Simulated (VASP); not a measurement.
## NbTe: band structure with TB-mBJ

NbTe:

```
CELL_PARAMETERS angstrom
3.70297 0.00000 0.00000
-1.85149 3.20687 0.00000
0.00000 0.00000 3.69421
ATOMIC_POSITIONS crystal
Te 0.66667 0.33333 0.00000
Nb 0.00000 0.00000 0.50000
```

The cell comes from a database or a generator and needn't be the stable form of this composition.

| Quantity | Value |
| --- | --- |
| Program | VASP 6.6.1 |
| Task | band structure |
| Functional | TB-mBJ |
| Potentials or basis | VASP PAW PBE potentials, release 64 (Te, Nb_sv) |
| Cutoff | 520 eV |
| k mesh | 8 × 8 × 7 |
| Occupations | fermi-dirac, width 0.05 eV |
| Spin | no spin polarisation |
| Further INCAR settings | ALGO = Normal; EDIFF = 1e-07; NBANDS = 16 |

```json
{
  "Band gap along the path": "none (metal or under the smearing width)"
}
```

Levels at the corners of the path, in eV from the Fermi level:
| point | band 8 | band 9 | band 10 | band 11 | band 12 | band 13 |
| --- | --- | --- | --- | --- | --- | --- |
| Γ | -2.84 | -2.41 | 0.09 | 0.09 | 2.41 | 2.41 |
| M | -2.65 | -2.51 | -0.25 | 1.22 | 1.52 | 2.97 |
| M | -2.65 | -2.51 | -0.25 | 1.22 | 1.52 | 2.97 |
| K | -3.84 | -0.97 | -0.15 | 0.30 | 0.45 | 4.50 |
| K | -3.84 | -0.97 | -0.15 | 0.30 | 0.45 | 4.50 |
| Γ | -2.84 | -2.41 | 0.09 | 0.09 | 2.41 | 2.41 |
| Γ | -2.84 | -2.41 | 0.09 | 0.09 | 2.41 | 2.41 |
| A | -2.69 | -0.95 | -0.95 | 0.73 | 1.61 | 1.61 |
| A | -2.69 | -0.95 | -0.95 | 0.73 | 1.61 | 1.61 |
| L | -4.28 | -1.25 | 1.12 | 1.31 | 1.83 | 2.98 |
| L | -4.28 | -1.25 | 1.12 | 1.31 | 1.83 | 2.98 |
| H | -4.47 | -1.02 | 1.17 | 1.65 | 2.42 | 2.73 |
| H | -4.47 | -1.02 | 1.17 | 1.65 | 2.42 | 2.73 |
| A | -2.69 | -0.95 | -0.95 | 0.73 | 1.61 | 1.61 |
| L | -4.28 | -1.25 | 1.12 | 1.31 | 1.83 | 2.98 |
| M | -2.65 | -2.51 | -0.25 | 1.22 | 1.52 | 2.97 |
| K | -3.84 | -0.97 | -0.15 | 0.30 | 0.45 | 4.50 |
| H | -4.47 | -1.02 | 1.17 | 1.65 | 2.42 | 2.73 |

Wall time 80 s on 1 thread of Intel(R) Xeon(R) 6975P-C (Granite Rapids), on a shared host, peak memory 0.19 GiB.

Caveat: spin-orbit coupling is left out, which moves the levels of the heavy elements.
